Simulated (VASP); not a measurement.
```
CELL_PARAMETERS angstrom
      4.12646     0.00000     0.00000
      0.00000     4.12646     0.00000
      0.00000     0.00000     4.12646
ATOMIC_POSITIONS crystal
  Ba 0.00000 0.00000 0.00000
  Zr 0.50000 0.50000 0.50000
  O  0.50000 0.00000 0.50000
  O  0.00000 0.50000 0.50000
  O  0.50000 0.50000 0.00000
```

Computed with PBE GGA with D3 dispersion (Becke-Johnson damping), VASP's PBE PAW potentials (set 64) (plane waves; VASP). Numerical set-up: 520 eV cut-off, 5×5×5 Γ-centred mesh, Gaussian smearing of 0.050 eV, potentials Ba_sv Zr_sv O.

Task: Predict the energy per atom (σ→0), pressure.

Result: 
```yaml
energy per atom (σ→0): -8.555 eV/atom
pressure: 10.96 GPa
```

The compound is BaZrO3 in the cubic perovskite structure. This cell is one point of a volume scan, at 0.94 of the reference volume.
